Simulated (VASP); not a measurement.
The input files of a VASP run:

File KPOINTS:
```
Automatic mesh
0
Gamma
5 5 5
0 0 0
```

POSCAR:
```
CeO2
1
    0.0000000000     2.7591000000     2.7591000000
    2.7591000000     0.0000000000     2.7591000000
    2.7591000000     2.7591000000     0.0000000000
Ce O
1 2
Direct
  0.0000000000   0.0000000000   0.0000000000
  0.2500000000   0.2500000000   0.2500000000
  0.7500000000   0.7500000000   0.7500000000
```

INCAR:
```
SYSTEM = CeO2
PREC = Accurate
ENCUT = 520
EDIFF = 1E-6
NELM = 100
ALGO = Normal
LREAL = .FALSE.
LASPH = .TRUE.
ISMEAR = 0
SIGMA = 0.05
GGA = PE
LMAXMIX = 6
LWAVE = .FALSE.
LCHARG = .FALSE.
ISIF = 2
ICHARG = 11
```

POTCAR, in this order: Ce O (PBE.64 set). Program: vasp_std.

What VASP printed:

File standard output:
```
 POSCAR found type information on POSCAR CeO
 POSCAR found :  2 types and       3 ions
 Reading from existing POTCAR
 Reading from existing POTCAR
 LDA part: xc-table for (Slater+PW92), standard interpolation
 WARNING: stress and forces are not correct
 POSCAR, INCAR and KPOINTS ok, starting setup
 WAVECAR not read
 WARNING: CHGCAR is incomplete

 -----------------------------------------------------------------------------
|                                                                             |
|     EEEEEEE  RRRRRR   RRRRRR   OOOOOOO  RRRRRR      ###     ###     ###     |
|     E        R     R  R     R  O     O  R     R     ###     ###     ###     |
|     E        R     R  R     R  O     O  R     R     ###     ###     ###     |
|     EEEEE    RRRRRR   RRRRRR   O     O  RRRRRR       #       #       #      |
|     E        R   R    R   R    O     O  R   R                               |
|     E        R    R   R    R   O     O  R    R      ###     ###     ###     |
|     EEEEEEE  R     R  R     R  OOOOOOO  R     R     ###     ###     ###     |
|                                                                             |
|     ICHARG>10                                                               |
|                                                                             |
|       ---->  I REFUSE TO CONTINUE WITH THIS SICK JOB ... BYE!!! <----       |
|                                                                             |
 -----------------------------------------------------------------------------
```

Problem. Read the log: what went wrong, and how is it fixed?

Solution. The cause: ICHARG = 11 asks for a fixed density, but there is no CHGCAR. VASP stops with an error: ERROR: charge density could not be read from file CHGCAR for ICHARG>10 ----> I REFUSE TO CONTINUE WITH THIS SICK JOB ... BYE!!! <---- To mend it, run self-consistently first and keep its CHGCAR, or remove ICHARG. The plain static run on this cell (PBE GGA, plane waves, VASP's PBE PAW potentials (set 64)) converges, and its OSZICAR ends with
```
   1 F= -.26213056E+02 E0= -.26213056E+02  d E =-.131813E-20
```

The compound is CeO2 in the fluorite structure. The cell was not relaxed at this level. The run is not spin-polarised, so no magnetic state was tried.
